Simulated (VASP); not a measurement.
Computed with optB86b-vdW, VASP's PBE PAW potentials (set 64) (plane waves; VASP 6.6.1).

VASP ran on this input.

### INCAR
```
LASPH  =  .TRUE.   ! aspherical one-centre terms
LMAXMIX  =  6   ! l cut-off of mixed one-centre charges
PREC  =  Accurate
LWAVE  =  .FALSE.
LREAL  =  .FALSE.
PARAM2  =  1.0
NELM  =  100
EDIFF  =  1E-7
ISMEAR  =  -5   ! tetrahedra, Bloechl
PARAM1  =  0.1234
ISIF  =  2
LUSE_VDW  =  .TRUE.
GGA  =  MK
LORBIT  =  11   ! lm-projected
AGGAC  =  0.0
SYSTEM  =  Dy
ALGO  =  Normal
ENCUT  =  520
NEDOS  =  601
LCHARG  =  .TRUE.
```

File KPOINTS:
```
Automatic mesh
0
Gamma
13 13 8
0 0 0
```

### POSCAR
```
Dy
3.5747480
  0.5000000796  -0.8660254865   0.0000000000
  0.5000000796   0.8660254865   0.0000000000
  0.0000000000   0.0000000000   1.5448164757
Dy
2
Cartesian
  0.5000000796   0.2886757395   0.3862041189
  0.5000000796  -0.2886757395   1.1586123567
```

POTCAR, in this order: Dy_3 (PBE.64 set). Program: vasp_std.

The resulting files:

**OUTCAR**
```
 ion  position               nearest neighbor table
   1  0.333  0.667  0.250-   2 3.45   2 3.45   2 3.45   2 3.45   2 3.45   2 3.45
   2  0.667  0.333  0.750-   1 3.45   1 3.45   1 3.45   1 3.45   1 3.45   1 3.45
  LATTYP: Found a hexagonal cell.
 ALAT       =     3.5747483984
 C/A-ratio  =     1.5448163035
 Subroutine PRICEL returns:
 Original cell was already a primitive cell.
 Subroutine GETGRP returns: Found 24 space group operations
The static configuration has the point symmetry D_3d.
 The point group associated with its full space group is D_6h.
The dynamic configuration has the point symmetry D_3d.
 Subroutine INISYM returns: Found 24 space group operations
 Subroutine IBZKPT returns following result:
 Found    105 irreducible k-points:

 Following reciprocal coordinates:
            Coordinates               Weight
  0.000000  0.000000  0.000000      1.000000
  0.076923  0.000000  0.000000      6.000000
  0.153846  0.000000  0.000000      6.000000
  0.230769  0.000000  0.000000      6.000000
  0.307692  0.000000  0.000000      6.000000
  0.384615 -0.000000  0.000000      6.000000
  0.461538  0.000000  0.000000      6.000000
  0.076923  0.076923  0.000000      6.000000
  0.153846  0.076923  0.000000     12.000000
  0.230769  0.076923  0.000000     12.000000
  0.307692  0.076923  0.000000     12.000000
  0.384615  0.076923  0.000000     12.000000
  0.461538  0.076923  0.000000      6.000000
  0.153846  0.153846  0.000000      6.000000
  0.230769  0.153846  0.000000     12.000000
  0.307692  0.153846  0.000000     12.000000
  0.384615  0.153846  0.000000     12.000000
  0.230769  0.230769  0.000000      6.000000
  0.307692  0.230769  0.000000     12.000000
  0.384615  0.230769  0.000000      6.000000
  0.307692  0.307692  0.000000      6.000000
  0.000000  0.000000  0.125000      2.000000
...
```

**OSZICAR**
```
       N       E                     dE             d eps       ncg     rms          rms(c)
DAV:   1     0.563002744824E+02    0.56300E+02   -0.88156E+03  2738   0.125E+03
DAV:   2    -0.703017977933E+00   -0.57003E+02   -0.55967E+02  2755   0.317E+02
DAV:   3    -0.400061235308E+01   -0.32976E+01   -0.31227E+01  3789   0.414E+01
DAV:   4    -0.412090156541E+01   -0.12029E+00   -0.11881E+00  3519   0.878E+00
DAV:   5    -0.412521404453E+01   -0.43125E-02   -0.43134E-02  3953   0.117E+00    0.244E+01
DAV:   6    -0.413614560370E+01   -0.10932E-01   -0.20845E-02  4172   0.138E+00    0.146E+01
DAV:   7    -0.415011326309E+01   -0.13968E-01   -0.39335E-02  4100   0.194E+00    0.248E-01
DAV:   8    -0.415003086834E+01    0.82395E-04   -0.21221E-03  3355   0.370E-01    0.748E-02
DAV:   9    -0.415006694899E+01   -0.36081E-04   -0.23255E-04  3305   0.131E-01    0.320E-02
DAV:  10    -0.415006514622E+01    0.18028E-05   -0.51387E-05  3522   0.586E-02    0.484E-02
DAV:  11    -0.415006457802E+01    0.56820E-06   -0.80191E-06  3245   0.220E-02    0.246E-03
DAV:  12    -0.415006478320E+01   -0.20517E-06   -0.86164E-07  3743   0.845E-03    0.391E-03
DAV:  13    -0.415006479091E+01   -0.77162E-08   -0.78680E-08  1840   0.246E-03
   1 F= -.41500648E+01 E0= -.41500648E+01  d E =0.000000E+00
```

OUTCAR:
```
------------------------ aborting loop because EDIFF is reached ----------------------------------------
  FORCE on cell =-STRESS in cart. coord.  units (eV):
  Direction    XX          YY          ZZ          XY          YZ          ZX
  --------------------------------------------------------------------------------------
  Total       -0.0975791     -0.0975791      0.1277632      0.0000000      0.0000000      0.0000000
  in kB       -2.5581344     -2.5581341      3.3494427      0.0000000      0.0000000      0.0000000
  external PRESSURE =      -0.5889420 kB  Pullay stress =       0.0000000 kB
  volume of cell :       61.11
      direct lattice vectors                 reciprocal lattice vectors
     1.787374285 -3.095822876  0.000000000     0.279739954 -0.161507948  0.000000000
     1.787374285  3.095822876  0.000000000     0.279739954  0.161507948  0.000000000
     0.000000000  0.000000000  5.522329607     0.000000000  0.000000000  0.181082998
 POSITION                                       TOTAL-FORCE (eV/Angst)
 -----------------------------------------------------------------------------------
      1.78737      1.03194      1.38058         0.000000     -0.000000      0.000000
      1.78737     -1.03194      4.14175        -0.000000      0.000000      0.000000
 -----------------------------------------------------------------------------------
    total drift:                               -0.000003      0.000099     -0.000011
  FREE ENERGIE OF THE ION-ELECTRON SYSTEM (eV)
  ---------------------------------------------------
  free  energy   TOTEN  =        -4.1500647909 eV

  energy  without entropy=       -4.1500647909  energy(sigma->0) =       -4.15006479

 total charge

# of ion       s       p       d       tot
------------------------------------------
    1        0.451   6.394   1.147   7.991
    2        0.451   6.394   1.147   7.991
--------------------------------------------------
tot          0.901  12.787   2.293  15.982
```
(Selected blocks of OUTCAR.)

**OUTCAR**
```
 val. band max:        3.2365447082   @ k =   0.2308   0.0000   0.1250

 cond. band min:       3.2268841421   @ k =   0.3846   0.2308   0.3750


 Fermi energy:         3.2257115165

 k-point     1 :       0.0000    0.0000    0.0000
  band No.  band energies     occupation
      1     -20.4023      2.00000
      2     -19.7582      2.00000
      3     -19.7582      2.00000
      4     -19.6267      2.00000
      5     -19.6267      2.00000
      6     -19.5628      2.00000
      7      -1.9501      2.00000
      8       1.0086      2.00000
      9       4.7610      0.00000
     10       5.0161      0.00000
     11       5.0161      0.00000
     12       5.5416      0.00000
     13       5.7841      0.00000

 k-point     2 :       0.0769    0.0000    0.0000
  band No.  band energies     occupation
      1     -20.3880      2.00000
      2     -19.7863      2.00000
      3     -19.7681      2.00000
      4     -19.6569      2.00000
      5     -19.6300      2.00000
      6     -19.5702      2.00000
      7      -1.8036      2.00000
      8       1.1481      2.00000
      9       4.5523      0.00000
     10       4.6630      0.00000
     11       5.1546      0.00000
     12       5.6125      0.00000
     13       5.8104      0.00000

 k-point     3 :       0.1538    0.0000    0.0000
  band No.  band energies     occupation
      1     -20.3467      2.00000
      2     -19.8643      2.00000
      3     -19.7948      2.00000
      4     -19.7383      2.00000
      5     -19.6397      2.00000
      6     -19.5922      2.00000
      7      -1.3832      2.00000
      8       1.5254      2.00000
      9       4.0285      0.00000
     10       4.0952      0.00000
     11       5.2278      0.00000
     12       5.5642      0.00000
     13       5.7055      0.00000

 k-point     4 :       0.2308    0.0000    0.0000
  band No.  band energies     occupation
      1     -20.2831      2.00000
      2     -19.9748      2.00000
      3     -19.8481      2.00000
...
```

The 4f electrons are frozen in the core of the lanthanide potential, so 4f levels, which can set the real gap, and their magnetism are missing. For a metal the tetrahedron method with Blöchl corrections gives inexact stress and forces.

The compound is Dy in the hcp structure. It was relaxed first.
